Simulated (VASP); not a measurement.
OSZICAR of a VASP run on Hf (hcp):

**OSZICAR**
```
       N       E                     dE             d eps       ncg     rms          rms(c)
DAV:   1     0.460012747581E+02    0.46001E+02   -0.11387E+04  2352   0.132E+03
DAV:   2    -0.186233445254E+02   -0.64625E+02   -0.63453E+02  2886   0.267E+02
DAV:   3    -0.205529191932E+02   -0.19296E+01   -0.19129E+01  3194   0.304E+01
DAV:   4    -0.205702482733E+02   -0.17329E-01   -0.17318E-01  2750   0.364E+00
DAV:   5    -0.205705179247E+02   -0.26965E-03   -0.26958E-03  3288   0.364E-01    0.651E+01
DAV:   6    -0.200432965081E+02    0.52722E+00   -0.51019E-01  2544   0.551E+00    0.385E+01
DAV:   7    -0.198593779967E+02    0.18392E+00   -0.85623E-01  2538   0.683E+00    0.200E+00
DAV:   8    -0.198493942141E+02    0.99838E-02   -0.56989E-02  2628   0.183E+00    0.227E-01
DAV:   9    -0.198494947669E+02   -0.10055E-03   -0.11697E-03  3294   0.276E-01    0.206E-01
DAV:  10    -0.198494820584E+02    0.12708E-04   -0.70774E-05  2680   0.673E-02    0.314E-01
DAV:  11    -0.198494834457E+02   -0.13873E-05   -0.10036E-05  3012   0.261E-02    0.147E-02
DAV:  12    -0.198494837669E+02   -0.32115E-06   -0.62829E-07  1854   0.658E-03
   1 F= -.18448674E+02 E0= -.18448553E+02  d E =-.184487E+02
       N       E                     dE             d eps       ncg     rms          rms(c)
DAV:   1    -0.205516308456E+02   -0.70215E+00   -0.21893E+01  2352   0.415E+01    0.109E+01
DAV:   2    -0.199034589322E+02    0.64817E+00   -0.12390E+00  2370   0.966E+00    0.310E+00
DAV:   3    -0.196983397233E+02    0.20512E+00   -0.42743E-01  2376   0.524E+00    0.175E+00
DAV:   4    -0.196821563313E+02    0.16183E-01   -0.36651E-02  2696   0.157E+00    0.147E+00
DAV:   5    -0.196799812829E+02    0.21750E-02   -0.54797E-03  2856   0.481E-01    0.208E-01
DAV:   6    -0.196800318740E+02   -0.50591E-04   -0.20401E-04  3156   0.106E-01    0.628E-02
DAV:   7    -0.196800200175E+02    0.11857E-04   -0.60896E-06  2880   0.184E-02    0.130E-02
DAV:   8    -0.196800201590E+02   -0.14151E-06   -0.14850E-07  1524   0.307E-03
   2 F= -.18415373E+02 E0= -.18415095E+02  d E =0.333012E-01
       N       E                     dE             d eps       ncg     rms          rms(c)
DAV:   1    -0.201231083255E+02   -0.44309E+00   -0.76236E+00  2352   0.245E+01    0.704E+00
DAV:   2    -0.198994006503E+02    0.22371E+00   -0.47824E-01  2412   0.579E+00    0.183E+00
DAV:   3    -0.198315810888E+02    0.67820E-01   -0.12230E-01  2424   0.267E+00    0.812E-01
DAV:   4    -0.198226009407E+02    0.89801E-02   -0.21335E-02  2598   0.115E+00    0.643E-01
DAV:   5    -0.198221078987E+02    0.49304E-03   -0.16608E-03  2964   0.254E-01    0.120E-01
DAV:   6    -0.198221122528E+02   -0.43541E-05   -0.75593E-05  2850   0.647E-02    0.485E-02
DAV:   7    -0.198221102389E+02    0.20139E-05   -0.37105E-06  2914   0.149E-02    0.105E-02
DAV:   8    -0.198221101435E+02    0.95395E-07   -0.58733E-08  1494   0.195E-03
   3 F= -.18478139E+02 E0= -.18477908E+02  d E =-.294649E-01
       N       E                     dE             d eps       ncg     rms          rms(c)
DAV:   1    -0.198210515663E+02    0.10587E-02   -0.14428E-03  2376   0.335E-01    0.928E-02
DAV:   2    -0.198210089762E+02    0.42590E-04   -0.87107E-05  2436   0.789E-02    0.247E-02
DAV:   3    -0.198209958928E+02    0.13083E-04   -0.25295E-05  2484   0.390E-02    0.125E-02
DAV:   4    -0.198209946372E+02    0.12556E-05   -0.33569E-06  2362   0.148E-02    0.100E-02
DAV:   5    -0.198209950284E+02   -0.39124E-06   -0.36464E-07  1320   0.441E-03
   4 F= -.18478145E+02 E0= -.18477911E+02  d E =-.294706E-01
       N       E                     dE             d eps       ncg     rms          rms(c)
DAV:   1    -0.198210188888E+02   -0.24252E-04   -0.70360E-03  2370   0.699E-01    0.781E-02
DAV:   2    -0.198209419221E+02    0.76967E-04   -0.11133E-04  3090   0.841E-02    0.331E-02
DAV:   3    -0.198209177581E+02    0.24164E-04   -0.27194E-05  3132   0.371E-02    0.274E-02
DAV:   4    -0.198209135302E+02    0.42279E-05   -0.94765E-06  3200   0.224E-02    0.127E-02
DAV:   5    -0.198209134918E+02    0.38319E-07   -0.51002E-07  1338   0.572E-03
   5 F= -.18478175E+02 E0= -.18477929E+02  d E =-.305771E-04
```

### Question
Which electronic solver shows in the log?

### Answer
It is blocked Davidson (ALGO = Normal, or the opening steps of other solvers). The INCAR had ALGO = Normal.

### Question
Can the final energy be trusted as converged?

### Answer
The run converged. It stopped with EDIFF = 1E-6, NELM = 100, NSW = 40 and EDIFFG = -0.02 after 5 ionic steps (PBE GGA, plane waves, VASP's PBE PAW potentials (set 64)). Energy and stress use the plane-wave basis of the starting cell.

The compound is Hf in the hcp structure. This run relaxes it under an external pressure of 5 GPa. Symmetry was kept, so distortions that lower it aren't found.
